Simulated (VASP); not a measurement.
Output of a VASP run:

OSZICAR:
```
...
       N       E                     dE             d eps       ncg     rms          rms(c)
DAV:   1    -0.551275776783E+03   -0.32948E-02   -0.63998E-01   728   0.230E+00    0.162E-01
RMM:   2    -0.551276475025E+03   -0.69824E-03   -0.11598E-02   644   0.300E-01    0.864E-02
RMM:   3    -0.551276485405E+03   -0.10380E-04   -0.16159E-03   651   0.104E-01    0.514E-02
RMM:   4    -0.551276478724E+03    0.66814E-05   -0.31578E-04   645   0.407E-02    0.185E-02
RMM:   5    -0.551276483334E+03   -0.46102E-05   -0.56477E-05   489   0.170E-02
   7 F= -.55127648E+03 E0= -.55127648E+03  d E =-.365273E-01  mag=     1.0000
       N       E                     dE             d eps       ncg     rms          rms(c)
DAV:   1    -0.551282005980E+03   -0.55273E-02   -0.20871E+00   696   0.415E+00    0.291E-01
RMM:   2    -0.551284065218E+03   -0.20592E-02   -0.34578E-02   644   0.520E-01    0.151E-01
RMM:   3    -0.551284122582E+03   -0.57365E-04   -0.52932E-03   651   0.185E-01    0.873E-02
RMM:   4    -0.551284125351E+03   -0.27681E-05   -0.97274E-04   655   0.709E-02    0.338E-02
RMM:   5    -0.551284137510E+03   -0.12159E-04   -0.16226E-04   640   0.292E-02    0.157E-02
RMM:   6    -0.551284139407E+03   -0.18969E-05   -0.27464E-05   430   0.113E-02
   8 F= -.55128414E+03 E0= -.55128414E+03  d E =-.765607E-02  mag=     1.0000
       N       E                     dE             d eps       ncg     rms          rms(c)
DAV:   1    -0.551284390596E+03   -0.25309E-03   -0.57992E-02   744   0.692E-01    0.483E-02
RMM:   2    -0.551284445674E+03   -0.55078E-04   -0.95835E-04   644   0.862E-02    0.251E-02
RMM:   3    -0.551284446809E+03   -0.11353E-05   -0.14701E-04   651   0.307E-02    0.145E-02
RMM:   4    -0.551284446569E+03    0.24081E-06   -0.26417E-05   429   0.119E-02
   9 F= -.55128445E+03 E0= -.55128445E+03  d E =-.796323E-02  mag=     1.0000
       N       E                     dE             d eps       ncg     rms          rms(c)
DAV:   1    -0.551286300160E+03   -0.18534E-02   -0.46554E-01   704   0.197E+00    0.134E-01
RMM:   2    -0.551286782218E+03   -0.48206E-03   -0.72887E-03   644   0.239E-01    0.700E-02
RMM:   3    -0.551286810787E+03   -0.28569E-04   -0.11217E-03   651   0.846E-02    0.394E-02
RMM:   4    -0.551286814713E+03   -0.39259E-05   -0.20810E-04   653   0.325E-02    0.143E-02
RMM:   5    -0.551286817699E+03   -0.29859E-05   -0.35331E-05   456   0.134E-02
  10 F= -.55128682E+03 E0= -.55128682E+03  d E =-.237113E-02  mag=     1.0000
       N       E                     dE             d eps       ncg     rms          rms(c)
DAV:   1    -0.551286818734E+03   -0.40215E-05   -0.42904E-04   728   0.601E-02    0.482E-03
RMM:   2    -0.551286818979E+03   -0.24445E-06   -0.58962E-06   380   0.677E-03    0.282E-03
RMM:   3    -0.551286818919E+03    0.60225E-07   -0.41267E-07   207   0.222E-03    0.172E-03
RMM:   4    -0.551286818900E+03    0.18301E-07   -0.49064E-07   260   0.179E-03
  11 F= -.55128682E+03 E0= -.55128682E+03  d E =-.237233E-02  mag=     1.0000
       N       E                     dE             d eps       ncg     rms          rms(c)
DAV:   1    -0.551287165588E+03   -0.34667E-03   -0.10334E-01   680   0.925E-01    0.642E-02
RMM:   2    -0.551287271433E+03   -0.10585E-03   -0.17424E-03   644   0.117E-01    0.342E-02
RMM:   3    -0.551287274038E+03   -0.26056E-05   -0.25670E-04   651   0.408E-02    0.194E-02
RMM:   4    -0.551287274340E+03   -0.30221E-06   -0.51294E-05   507   0.163E-02
  12 F= -.55128727E+03 E0= -.55128727E+03  d E =-.455440E-03  mag=     1.0000
```

File OUTCAR:
```
------------------------ aborting loop because EDIFF is reached ----------------------------------------
  FORCE on cell =-STRESS in cart. coord.  units (eV):
  Direction    XX          YY          ZZ          XY          YZ          ZX
  --------------------------------------------------------------------------------------
  Total       -9.3907012     -9.3841500     -9.3837827     -0.0081456     -0.0176692     -0.0158449
  in kB      -39.4998099    -39.4722538    -39.4707091     -0.0342625     -0.0743212     -0.0666479
  external PRESSURE =     -39.4809243 kB  Pullay stress =       0.0000000 kB
  volume of cell :      380.90
      direct lattice vectors                 reciprocal lattice vectors
     7.248884826  0.000000000  0.000000000     0.137952254  0.000000000  0.000000000
     0.000000000  7.248884826  0.000000000     0.000000000  0.137952254  0.000000000
     0.000000000  0.000000000  7.248884826     0.000000000  0.000000000  0.137952254
  FREE ENERGIE OF THE ION-ELECTRON SYSTEM (eV)
  ---------------------------------------------------
  free  energy   TOTEN  =      -551.2872743405 eV

  energy  without entropy=     -551.2872743405  energy(sigma->0) =     -551.28727434

 total charge

# of ion       s       p       d       tot
------------------------------------------
    1        0.670   1.351   0.000   2.020
    2        0.670   1.353   0.000   2.023
    3        0.670   1.353   0.000   2.022
    4        0.670   1.354   0.000   2.024
    5        0.670   1.351   0.000   2.020
    6        0.670   1.353   0.000   2.022
    7        0.670   1.351   0.000   2.021
    8        0.670   1.351   0.000   2.020
    9        0.674   1.324   0.000   1.998
   10        0.674   1.324   0.000   1.998
   11        0.670   1.353   0.000   2.022
   12        0.674   1.324   0.000   1.998
   13        0.670   1.351   0.000   2.021
   14        0.670   1.351   0.000   2.020
   15        0.670   1.354   0.000   2.024
   16        0.670   1.353   0.000   2.022
   17        0.670   1.353   0.000   2.022
   18        0.670   1.353   0.000   2.023
   19        0.670   1.351   0.000   2.020
   20        0.670   1.353   0.000   2.022
   21        0.674   1.324   0.000   1.998
   22        0.670   1.353   0.000   2.022
   23        0.670   1.354   0.000   2.025
   24        0.670   1.353   0.000   2.022
   25        0.670   1.353   0.000   2.023
   26        0.670   1.351   0.000   2.020
   27        0.670   1.353   0.000   2.022
   28        0.670   1.351   0.000   2.020
   29        0.670   1.351   0.000   2.020
   30        0.670   1.351   0.000   2.021
   31        0.670   1.351   0.000   2.020
   32        0.670   1.354   0.000   2.024
   33        1.223   2.722   0.000   3.945
   34        1.223   2.722   0.000   3.945
   35        1.223   2.722   0.000   3.945
   36        1.222   2.717   0.000   3.939
   37        1.223   2.722   0.000   3.945
   38        1.223   2.722   0.000   3.945
   39        1.222   2.716   0.000   3.939
   40        1.223   2.722   0.000   3.945
   41        1.223   2.722   0.000   3.945
   42        1.223   2.722   0.000   3.945
   43        1.223   2.722   0.000   3.945
   44        1.222   2.717   0.000   3.939
   45        1.222   2.716   0.000   3.939
   46        1.222   2.717   0.000   3.939
   47        1.230   2.702   0.000   3.932
   48        1.223   2.722   0.000   3.945
...
```
(Selected blocks of OUTCAR.)

**POSCAR**
```
B32N31O
1
    7.2488848260     0.0000000000     0.0000000000
    0.0000000000     7.2488848260     0.0000000000
   -0.0000000000    -0.0000000000     7.2488848260
B N O
32 31 1
Direct
  0.5000000000   0.0000000000   0.0000000000
  0.7460330000   0.2559820000   0.0030820000
  0.7465710000   0.9974420000   0.2456820000
  0.0000000000   0.0000000000   0.0000000000
  0.2500000000   0.2500000000   0.0000000000
  0.4986480000   0.4979940000   0.0043450000
  0.7500000000   0.7500000000   0.0000000000
  0.2500000000   0.0000000000   0.2500000000
  0.4932010000   0.2554560000   0.2479830000
  0.7492730000   0.5056490000   0.2519680000
  0.4961970000   0.9951840000   0.4993580000
  0.7503720000   0.2464720000   0.4934780000
  0.7500000000   0.0000000000   0.7500000000
  0.0000000000   0.5000000000   0.0000000000
  0.2500000000   0.7500000000   0.0000000000
  0.0000000000   0.2500000000   0.2500000000
  0.2434570000   0.5064320000   0.2561950000
  0.5042130000   0.7484360000   0.2529230000
  0.0000000000   0.0000000000   0.5000000000
  0.2495450000   0.2448800000   0.5005840000
  0.4942620000   0.5012110000   0.5031400000
  0.7523070000   0.7452940000   0.5036520000
  0.2500000000   0.0000000000   0.7500000000
  0.5018830000   0.2464450000   0.7538400000
  0.7564690000   0.5037640000   0.7477420000
  0.0000000000   0.7500000000   0.2500000000
  0.0000000000   0.5000000000   0.5000000000
  0.2500000000   0.7500000000   0.5000000000
  0.0000000000   0.2500000000   0.7500000000
  0.2500000000   0.5000000000   0.7500000000
  0.5000000000   0.7500000000   0.7500000000
  0.0000000000   0.7500000000   0.7500000000
  0.6226710000   0.1189140000   0.1234270000
  0.8687330000   0.3794440000   0.1262710000
  0.8729300000   0.1216420000   0.3682380000
  0.1250000000   0.1250000000   0.1250000000
  0.3778830000   0.3812710000   0.1264100000
  0.6222010000   0.6256170000   0.1314050000
  0.8750000000   0.8750000000   0.1250000000
  0.3723030000   0.1200050000   0.3815710000
  0.8714010000   0.6274390000   0.3740210000
  0.6294520000   0.1269080000   0.6318760000
  0.8776370000   0.3721840000   0.6287340000
  0.8750000000   0.1250000000   0.8750000000
  0.1250000000   0.6250000000   0.1250000000
  0.3750000000   0.8750000000   0.1250000000
  0.1250000000   0.3750000000   0.3750000000
  0.3802110000   0.6277880000   0.3705000000
  0.6250000000   0.8750000000   0.3750000000
  0.1250000000   0.1250000000   0.6250000000
  0.3705920000   0.3737590000   0.6271120000
  0.6187480000   0.6244160000   0.6196630000
  0.8750000000   0.8750000000   0.6250000000
  0.3750000000   0.1250000000   0.8750000000
  0.6250000000   0.3750000000   0.8750000000
  0.8750000000   0.6250000000   0.8750000000
  0.1250000000   0.8750000000   0.3750000000
  0.1250000000   0.6250000000   0.6250000000
  0.3750000000   0.8750000000   0.6250000000
  0.1250000000   0.3750000000   0.8750000000
  0.3750000000   0.6250000000   0.8750000000
  0.6250000000   0.8750000000   0.8750000000
  0.1250000000   0.8750000000   0.8750000000
  0.6309060000   0.3736240000   0.3745640000
```

Reconstruct the remaining input files.

This is not unique; one that fits is the input of the run itself, PBE GGA, plane waves, VASP's PBE PAW potentials (set 64).

KPOINTS:
```
Automatic mesh
0
Gamma
1 1 1
0 0 0
```

**INCAR**
```
# general
SYSTEM  = B32N31O
PREC    = Normal
ENCUT   = 400
LREAL   = Auto
LASPH   = .True.
ISYM    = 0

# electronic loop
EDIFF   = 1E-5
NELM    = 100
NELMIN  = 4
ALGO    = Fast

# smearing
ISMEAR  = 0
SIGMA   = 0.05

# functional
GGA     = PE

# spin
ISPIN   = 2
MAGMOM  = 64*0.0156
NUPDOWN = 1

# ions
IBRION  = 2
NSW     = 60
ISIF    = 2
EDIFFG  = -0.03

# output
LWAVE   = .True.
LCHARG  = .False.
LORBIT  = 10
```

POTCAR, in this order: B N O (PBE.64 set). Program: vasp_gam.

At this cut-off the stress carries a Pulay error, which pulls relaxed volumes low. The supercell is sampled at Γ alone, which is coarse: total energies, pressure and levels can be off, energies of defects by several tenths of an eV.

The cell is a supercell with a defect, built from BN (zinc blende): O_N.
